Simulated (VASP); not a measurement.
These are revTPSS meta-GGA, VASP's PBE PAW potentials (set 64) (plane waves; VASP) values and carry that method's errors.

VASP input:

### POSCAR
```
Rb
1
   -2.8567441876     2.8567441876     2.8567441876
    2.8567441876    -2.8567441876     2.8567441876
    2.8567441876     2.8567441876    -2.8567441876
Rb
1
Direct
  0.0000000000   0.0000000000   0.0000000000
```

### KPOINTS
```
Automatic mesh
0
Gamma
9 9 9
0 0 0
```

**INCAR**
```
# general
SYSTEM =Rb
PREC   =Accurate
ENCUT  =520
LREAL  =.FALSE.
LASPH  =.TRUE.

# electronic loop
EDIFF  =1E-7   # SCF stop (eV)
NELM   =100   # most electronic steps
ALGO   =Normal
LMAXMIX=4
LMIXTAU=.TRUE.

# smearing
ISMEAR =1
SIGMA  =0.1   # width (eV)

# functional
METAGGA=RTPSS

# ions
ISIF   =2   # forces and stress, cell fixed

# output
LWAVE  =.FALSE.
LCHARG =.FALSE.
```

POTCAR, in this order: Rb_sv (PBE.64 set). Program: vasp_std.

What VASP printed:

### OUTCAR
```
 ion  position               nearest neighbor table
   1  0.000  0.000  0.000-
  LATTYP: Found a body centered cubic cell.
 ALAT       =     5.7134883752
 Subroutine PRICEL returns:
 Original cell was already a primitive cell.
 Subroutine GETGRP returns: Found 48 space group operations
The static configuration has the point symmetry O_h .
The dynamic configuration has the point symmetry O_h .
 Subroutine INISYM returns: Found 48 space group operations
 Subroutine IBZKPT returns following result:
 Found     35 irreducible k-points:

 Following reciprocal coordinates:
            Coordinates               Weight
  0.000000  0.000000  0.000000      1.000000
  0.111111  0.000000  0.000000     12.000000
  0.222222  0.000000  0.000000     12.000000
  0.333333  0.000000  0.000000     12.000000
  0.444444  0.000000  0.000000     12.000000
  0.111111  0.111111  0.000000     24.000000
  0.222222  0.111111  0.000000     48.000000
  0.333333  0.111111 -0.000000     48.000000
  0.444444  0.111111  0.000000     24.000000
  0.222222  0.222222  0.000000     24.000000
...
```

File OSZICAR:
```
       N       E                     dE             d eps       ncg     rms          rms(c)
DAV:   1     0.841581431894E+02    0.84158E+02   -0.34566E+03  1072   0.213E+03
DAV:   2     0.269150227933E+02   -0.57243E+02   -0.55141E+02   800   0.280E+02
DAV:   3     0.131465283543E+02   -0.13768E+02   -0.13747E+02   968   0.306E+02
DAV:   4     0.126057125115E+02   -0.54082E+00   -0.54083E+00   888   0.485E+01
DAV:   5     0.125546543224E+02   -0.51058E-01   -0.51058E-01  1024   0.217E+01    0.305E+00
DAV:   6     0.786643155495E+01   -0.46882E+01   -0.13301E+01   896   0.376E+01    0.129E+00
DAV:   7     0.806324170711E+01    0.19681E+00   -0.16638E-01   944   0.470E+00    0.893E-01
DAV:   8     0.801959433125E+01   -0.43647E-01   -0.12418E-01   760   0.409E+00    0.392E-01
DAV:   9     0.807422882661E+01    0.54634E-01   -0.61210E-02   656   0.343E+00    0.212E-01
DAV:  10     0.807501385947E+01    0.78503E-03   -0.12886E-03   960   0.193E-01    0.227E-01
DAV:  11     0.807720048043E+01    0.21866E-02   -0.16554E-04   792   0.150E-01    0.200E-01
DAV:  12     0.807720134639E+01    0.86595E-06   -0.10132E-02   560   0.132E+00    0.837E-02
DAV:  13     0.807731034116E+01    0.10899E-03   -0.13340E-03   560   0.345E-01    0.856E-02
DAV:  14     0.807873943768E+01    0.14291E-02   -0.32201E-04   608   0.145E-01    0.813E-02
DAV:  15     0.807699861988E+01   -0.17408E-02   -0.58298E-04   584   0.280E-01    0.396E-02
DAV:  16     0.807617859321E+01   -0.82003E-03   -0.15046E-04   576   0.116E-01    0.239E-02
DAV:  17     0.807598429833E+01   -0.19429E-03   -0.46583E-05   648   0.686E-02    0.112E-02
DAV:  18     0.807599100863E+01    0.67103E-05   -0.20678E-06   696   0.162E-02    0.948E-03
DAV:  19     0.807589265889E+01   -0.98350E-04   -0.44005E-05   576   0.513E-02    0.226E-03
DAV:  20     0.807589585843E+01    0.31995E-05   -0.21853E-06   792   0.210E-02    0.187E-03
DAV:  21     0.807589590273E+01    0.44297E-07   -0.21045E-07   752   0.619E-03
   1 F= 0.80758959E+01 E0= 0.80761234E+01  d E =-.682434E-03
```

OUTCAR:
```
------------------------ aborting loop because EDIFF is reached ----------------------------------------
  FORCE on cell =-STRESS in cart. coord.  units (eV):
  Direction    XX          YY          ZZ          XY          YZ          ZX
  --------------------------------------------------------------------------------------
  Total       -0.0052016     -0.0052016     -0.0052016      0.0000000     -0.0000000      0.0000000
  in kB       -0.0893659     -0.0893659     -0.0893659      0.0000000     -0.0000000      0.0000000
  external PRESSURE =      -0.0893659 kB  Pullay stress =       0.0000000 kB
  volume of cell :       93.26
      direct lattice vectors                 reciprocal lattice vectors
    -2.856744188  2.856744188  2.856744188     0.000000000  0.175024422  0.175024422
     2.856744188 -2.856744188  2.856744188     0.175024422  0.000000000  0.175024422
     2.856744188  2.856744188 -2.856744188     0.175024422  0.175024422  0.000000000
 POSITION                                       TOTAL-FORCE (eV/Angst)
 -----------------------------------------------------------------------------------
      0.00000      0.00000      0.00000         0.000000     -0.000000     -0.000000
 -----------------------------------------------------------------------------------
    total drift:                                0.000000     -0.000000     -0.000000
  FREE ENERGIE OF THE ION-ELECTRON SYSTEM (eV)
  ---------------------------------------------------
  free  energy   TOTEN  =         8.0758959027 eV

  energy  without entropy=        8.0765783372  energy(sigma->0) =        8.07612338
```
(Selected blocks of OUTCAR.)

The compound is Rb in the bcc structure. It was relaxed first.
